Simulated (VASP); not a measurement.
Runs of VASP 6.6.1 on Rb. Symmetry: Im-3m, No. 229, cubic system. Conventional cell: a = 5.605 Å, b = 5.605 Å, c = 5.605 Å, α = 90.00°, β = 90.00°, γ = 90.00°. 

| level | potentials or basis | gap on the mesh (eV) | pressure (GPa) | relaxed volume (Å³/atom) |
| --- | --- | --- | --- | --- |
| PBE+D3(BJ) | VASP PAW PBE potentials, release 64 (Rb_sv) | none | 0.0 | (a) |
| LDA | VASP PAW LDA potentials, release 64 (Rb_sv) | none | 0.0 | 78.04 |
| r2SCAN | VASP PAW PBE potentials, release 64 (Rb_sv) | none | 0.0 | (b) |
| PBE | VASP PAW PBE potentials, release 64 (Rb_sv) | none | 0.0 | 91.04 |
| PBEsol | VASP PAW PBE potentials, release 64 (Rb_sv) | none | 0.0 | 86.77 |

Alike in all rows: task relaxation of cell and atoms; no spin polarisation; cell relaxed; k mesh 10 × 10 × 10; cutoff (eV) 600; smearing methfessel-paxton 0.1 eV.

Problem. Estimate the missing entries.

Solution. (a) 85.93; (b) 94.65.

Caveats: the PAW data sets were made with another functional, which shifts forces and pressure a little (some runs); pairwise dispersion overbinds metals, which lowers pressure and volume (some runs); the volume moved by -11 % from the deposited cell, more than functionals usually miss (some runs).

A k mesh can miss the band edges, and the runs leave out spin-orbit coupling on Rb.

A gap of «none» marks a metal or a gap under the smearing width.

Not every run made on this cell is shown here.
